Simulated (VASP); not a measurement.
All values below come from PBEsol GGA, VASP's PBE PAW potentials (set 64) (plane waves; VASP 6.6.1).

VASP ran on this input.

### INCAR
```
ALGO=Normal
EDIFF=1E-7
EDIFFG=-0.01
ENCUT=480
GGA=PS
IBRION=2
ISIF=2
ISMEAR=1
LASPH=.TRUE.
LCHARG=.FALSE.
LMAXMIX=6
LREAL=.FALSE.
LWAVE=.FALSE.
NELM=100
NSW=30
PREC=Accurate
SIGMA=0.1
SYSTEM=Lu
```

KPOINTS:
```
Automatic mesh
0
Gamma
12 12 6
0 0 0
```

POSCAR:
```
Lu
1
    1.7282631991    -2.9934397532     0.0000000000
    1.7282631991     2.9934397532     0.0000000000
    0.0000000000     0.0000000000     5.3199664689
Lu
2
Direct
  0.3333330000   0.6666670000   0.2500000000
  0.6666670000   0.3333330000   0.7500000000
```

POTCAR, in this order: Lu_3 (PBE.64 set). Program: vasp_std.

What VASP printed:

OUTCAR:
```
 ion  position               nearest neighbor table
   1  0.333  0.667  0.250-   2 3.33   2 3.33   2 3.33   2 3.33   2 3.33   2 3.33
   2  0.667  0.333  0.750-   1 3.33   1 3.33   1 3.33   1 3.33   1 3.33   1 3.33
  LATTYP: Found a hexagonal cell.
 ALAT       =     3.4565264705
 C/A-ratio  =     1.5391076893
 Subroutine PRICEL returns:
 Original cell was already a primitive cell.
 Subroutine GETGRP returns: Found 24 space group operations
The static configuration has the point symmetry D_3d.
 The point group associated with its full space group is D_6h.
The dynamic configuration has the point symmetry D_3d.
 Subroutine INISYM returns: Found 24 space group operations
 Subroutine IBZKPT returns following result:
 Found     76 irreducible k-points:

 Following reciprocal coordinates:
            Coordinates               Weight
  0.000000  0.000000  0.000000      1.000000
  0.083333  0.000000  0.000000      6.000000
  0.166667  0.000000  0.000000      6.000000
  0.250000  0.000000  0.000000      6.000000
  0.333333 -0.000000  0.000000      6.000000
  0.416667  0.000000  0.000000      6.000000
  0.500000  0.000000  0.000000      3.000000
...
```

File OSZICAR:
```
       N       E                     dE             d eps       ncg     rms          rms(c)
DAV:   1     0.414721770457E+02    0.41472E+02   -0.85227E+03  3557   0.145E+03
DAV:   2    -0.745272652208E+01   -0.48925E+02   -0.47692E+02  3307   0.713E+02
DAV:   3    -0.965899268163E+01   -0.22063E+01   -0.20589E+01  3496   0.654E+01
DAV:   4    -0.974385068926E+01   -0.84858E-01   -0.82403E-01  3637   0.905E+00
DAV:   5    -0.974806953531E+01   -0.42188E-02   -0.42122E-02  3294   0.181E+00    0.263E+01
DAV:   6    -0.973829799557E+01    0.97715E-02   -0.32173E-02  3324   0.412E+00    0.157E+01
DAV:   7    -0.974578031865E+01   -0.74823E-02   -0.59282E-02  3205   0.554E+00    0.389E-01
DAV:   8    -0.974553389392E+01    0.24642E-03   -0.38375E-03  3270   0.869E-01    0.940E-02
DAV:   9    -0.974553388624E+01    0.76770E-08   -0.17681E-04  3376   0.214E-01    0.264E-02
DAV:  10    -0.974553069998E+01    0.31863E-05   -0.15779E-05  3422   0.592E-02    0.271E-02
DAV:  11    -0.974553083378E+01   -0.13380E-06   -0.88018E-07  3319   0.135E-02    0.412E-03
DAV:  12    -0.974553092797E+01   -0.94187E-07   -0.67166E-08  1843   0.599E-03
   1 F= -.97455309E+01 E0= -.97461152E+01  d E =-.974553E+01
```

File OUTCAR:
```
------------------------ aborting loop because EDIFF is reached ----------------------------------------
  FORCE on cell =-STRESS in cart. coord.  units (eV):
  Direction    XX          YY          ZZ          XY          YZ          ZX
  --------------------------------------------------------------------------------------
  Total        0.1310095      0.1310095      0.3323723      0.0000000      0.0000000      0.0000000
  in kB        3.8132390      3.8132392      9.6742221      0.0000000      0.0000000      0.0000000
  external PRESSURE =       5.7669001 kB  Pullay stress =       0.0000000 kB
  volume of cell :       55.05
      direct lattice vectors                 reciprocal lattice vectors
     1.728263199 -2.993439753  0.000000000     0.289307786 -0.167031924  0.000000000
     1.728263199  2.993439753  0.000000000     0.289307786  0.167031924  0.000000000
     0.000000000  0.000000000  5.319966469     0.000000000  0.000000000  0.187971110
 POSITION                                       TOTAL-FORCE (eV/Angst)
 -----------------------------------------------------------------------------------
      1.72826      0.99782      1.32999        -0.000000     -0.000000      0.000000
      1.72826     -0.99782      3.98997         0.000000      0.000000      0.000000
 -----------------------------------------------------------------------------------
    total drift:                                0.000000      0.000066     -0.000012
  FREE ENERGIE OF THE ION-ELECTRON SYSTEM (eV)
  ---------------------------------------------------
  free  energy   TOTEN  =        -9.7455309280 eV

  energy  without entropy=       -9.7472836288  energy(sigma->0) =       -9.74611516

 reached required accuracy - stopping structural energy minimisation
```
(Selected blocks of OUTCAR.)

The compound is Lu in the hcp structure. This cell was strained or had an atom moved on purpose.
